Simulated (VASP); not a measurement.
Wanted: the native input for a VASP 6.6.1 run.

- Task: single point
- Functional: PBEsol
- Potentials or basis: VASP PAW PBE potentials, release 64 (V_sv, Si, C)
- Cutoff: 450 eV
- k mesh: 2 × 3 × 3
- Occupations: gaussian, width 0.03 eV
- Spin: collinear spin, ferromagnetic start
- Starting moments: [1.0, 0.0, 0.0, 0.0, 0.0, 0.0, 0.0, 0.0, 0.0, 0.0, 0.0, 0.0, 0.0, 0.0, 0.0, 0.0, 0.0, 0.0, 0.0, 0.0, 0.0, 0.0, 0.0, 0.0] μB
- Hubbard terms: V d U = 3 eV
- Dq: 0
- Further INCAR settings: LREAL = Auto; ALGO = Normal; EDIFF = 1e-05; ISYM = 0

The structure of VSi11C12 (a cell with a defect) lies in POSCAR:

```
VSi11C12                                
1.0
    0.0000000000      6.5370000000      6.5370000000
    4.3580000000      0.0000000000      4.3580000000
    4.3580000000      4.3580000000      0.0000000000
  V               Si              C             
     1    11    12
Direct
     0.9992199880949790    0.9976464997193684    0.0043702231354233
     0.0003697855007408    0.9962220882262899    0.5042037139896762
     0.0011282730415207    0.4978815969720490    0.0023871905558067
     0.0004214609689641    0.4983752119324383    0.5043853316353956
     0.3346387287217111    0.9983507435683568    0.0025126452167637
     0.3354841988353815    0.9966567734731939    0.5020410622819893
     0.3372060638477331    0.4945417344021206    0.0021368124298839
     0.3341400460444560    0.4980800258466657    0.5025028456051366
     0.6673284137881804    0.9968444352159043    0.0018026101027452
     0.6664111038381672    0.9989727540919056    0.5025463127631373
     0.6655566278492933    0.5019825037696705    0.0021974817612113
     0.6684705240379094    0.4972099670520371    0.5018101584188696
     0.0876239500429890    0.1251698694087785    0.1335000132234737
     0.0868277164050055    0.1263941262212645    0.6157757997346772
     0.0897643187410119    0.6078030165026789    0.1327833128935858
     0.0845272229656877    0.6220608385552975    0.6286859890413822
     0.4198780667032888    0.1197581141960394    0.1265618109859690
     0.4164881422156448    0.1234215068850365    0.6284396555202638
     0.4163370976614049    0.6253459892418078    0.1275317243588210
     0.4185731450935120    0.6217640662110554    0.6269925294330865
     0.7381807068356551    0.1318962076662666    0.1307298688900531
     0.7509146164072196    0.1222796154536706    0.6270655668482831
     0.7519625141293503    0.6225527689654700    0.1270448922581049
     0.7504572882301929    0.6242775464226243    0.6268734489162603
```

One way to write it, as run:

INCAR

```
SYSTEM = VSi11C12
PREC = Accurate ; ENCUT = 450
EDIFF = 1E-5 ; ISMEAR = 0
SIGMA = 0.03 ; LREAL = Auto
LASPH = .True. ; NELM = 120
ALGO = Normal ; ISIF = 2
LWAVE = .False. ; LCHARG = .False.
ISPIN = 2 ; MAGMOM = 1 0 0 0 0 0 0 0 0 0 0 0 0 0 0 0 0 0 0 0 0 0 0 0
LORBIT = 11 ; LMAXMIX = 4
LDAU = .True. ; LDAUTYPE = 2
LDAUL = 2 -1 -1 ; LDAUU = 3 0 0
LDAUJ = 0 0 0 ; LDAUPRINT = 1
GGA = PS ; ISYM = 0
KPAR = 4
```

KPOINTS

```
Automatic mesh
0
Gamma
  2 3 3
  0 0 0
```

Potentials or basis: VASP PAW PBE potentials, release 64 (V_sv, Si, C).

Launch:

```bash
$ cat potpaw_PBE.64/V_sv/POTCAR potpaw_PBE.64/Si/POTCAR potpaw_PBE.64/C/POTCAR > POTCAR
$ mpirun -np 4 vasp_std > vasp.out
```

Results of the run:

```
Largest force                                         : 0.497 eV/Å
Band gap on the k mesh                                : none (metal or under the smearing width)
Net moment                                            : 0.00 μB per cell
Valence electrons inside the program's atomic spheres : V 11.79; Si 1.69, 1.68; C 2.54, 2.53
```

Caveat: the k mesh is coarse (spacing up to 0.42 Å⁻¹), so the values aren't converged; the PAW data sets were made with another functional, which shifts forces and pressure a little; the U is typed as a test and isn't derived for this compound.

It took 8.7 min on 4 MPI ranks on Intel(R) Xeon(R) Platinum 8559C (Emerald Rapids), with other jobs on the host, peak memory 0.61 GiB a rank.
